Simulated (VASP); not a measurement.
Data:

```yaml
crystal:
  lattice:
    - [0.00000, 2.97872, 2.97872]
    - [2.97872, 0.00000, 2.97872]
    - [2.97872, 2.97872, 0.00000]
  atoms:
    - { symbol: In, position: [0.00000, 0.00000, 0.00000] }
    - { symbol: P, position: [0.25000, 0.25000, 0.25000] }
```

Calculation: PBE0 hybrid, VASP's PBE PAW potentials (set 64) (plane waves; VASP 6.6.1). Run with 520 eV cut-off, 6×6×6 Γ-centred mesh, Gaussian smearing of 0.050 eV, potentials In_d P.

Unless said otherwise, spin-orbit coupling is left out, though it shifts the bands of the heavy elements here.

Task: Predict the energy per atom (σ→0), pressure, band gap (over mesh and band path) with the smallest direct gap where there is one.

Result: 
| Quantity | Value |
|---|---|
| band gap (over mesh and band path) | 1.80 eV |
| smallest direct gap (over mesh and band path) | 1.80 eV |
| energy per atom (σ→0) | -524.3 kJ/mol of atoms |
| pressure | -2.25 GPa |

Total energies compare only between runs with the same potentials, cut-off and functional.

The compound is InP in the zinc blende structure. It was relaxed first. The cell's shape comes from a PBE relaxation.
